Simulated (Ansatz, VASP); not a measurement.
**ZnSn4: VASP beside Ansatz**

```xyz
5
Lattice="-3.2748 3.2748 3.2748 3.2748 -3.2748 3.2748 3.2748 3.2748 -3.2748" Properties=species:S:1:pos:R:3 pbc="T T T"
Zn    0.0000    0.0000    0.0000
Sn    1.6374    1.6374   -1.6374
Sn    1.6374   -1.6374    1.6374
Sn   -1.6374    1.6374    1.6374
Sn    1.6374    1.6374    1.6374
```

Change from the starting cell: species swapped into the MnGa4 type (Im-3m, No. 229).

Alike in both runs: functional PBE; k mesh 4 × 4 × 4; occupations gaussian, width 0.1 eV; no spin polarisation.

Ansatz relaxed the structure, and its values are those at the end. VASP's run is a single point on that final structure, the one shown.

```csv
,VASP,Ansatz
version,VASP 6.6.1,Ansatz 0.2.0
potentials or method,"VASP PAW PBE potentials, release 64 (Zn, Sn_d)","scalar-relativistic, plane waves, PAW"
plane-wave cutoff (eV),520,420
valence electrons in the cell,68,68
```

Ansatz gave:

- gap on the k mesh at the Fermi level (eV): none
- pressure (GPa): -0.2

Question: Estimate VASP's values.

Answer: gap on the k mesh at the Fermi level (eV): none; pressure (GPa): -0.3.

A gap of «none» marks a metal or a gap that the smearing closes.
